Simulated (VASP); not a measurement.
A convergence study with VASP on Cu$_{2}$O (cuprite): one setting is varied, all else stays as given below, so the limit is that of these other settings.

```yaml
crystal:
  lattice:
    - [4.27000, 0.00000, 0.00000]
    - [0.00000, 4.27000, 0.00000]
    - [0.00000, 0.00000, 4.27000]
  atoms:
    - { symbol: Cu, position: [0.75000, 0.25000, 0.75000] }
    - { symbol: Cu, position: [0.25000, 0.75000, 0.75000] }
    - { symbol: Cu, position: [0.75000, 0.75000, 0.25000] }
    - { symbol: Cu, position: [0.25000, 0.25000, 0.25000] }
    - { symbol: O, position: [0.00000, 0.00000, 0.00000] }
    - { symbol: O, position: [0.50000, 0.50000, 0.50000] }
```

Level of theory: PBEsol GGA, VASP's PBE PAW potentials (set 64) (plane waves; VASP). The tightest run used: 700 eV cut-off, 14×14×14 Γ-centred mesh, tetrahedra with Blöchl corrections, potentials Cu O.

| setting | E (eV/atom) | pressure (GPa) | irreducible k-points |
|---|---|---|---|
| 3×3×3 mesh | -4.9867 | -3.08 | 4 |
| 4×4×4 mesh | -4.9905 | -3.26 | 10 |
| 5×5×5 mesh | -4.9921 | -3.35 | 10 |

### Question
These are the cheaper rows. Estimate the results at 14×14×14 mesh, and how far the last row shown lies from them.

### Answer

```
quantity        tightest run  last row shown is off by
--------------  ------------  ------------------------
E (eV/atom)          -4.9927                    0.0006
pressure (GPa)         -3.41                      0.05
```

Left out are rungs that failed or repeat a setting and relaxations that didn't move; long series are thinned to 24 rows.

The compound is Cu2O in the cuprite structure. The cell was not relaxed at this level.
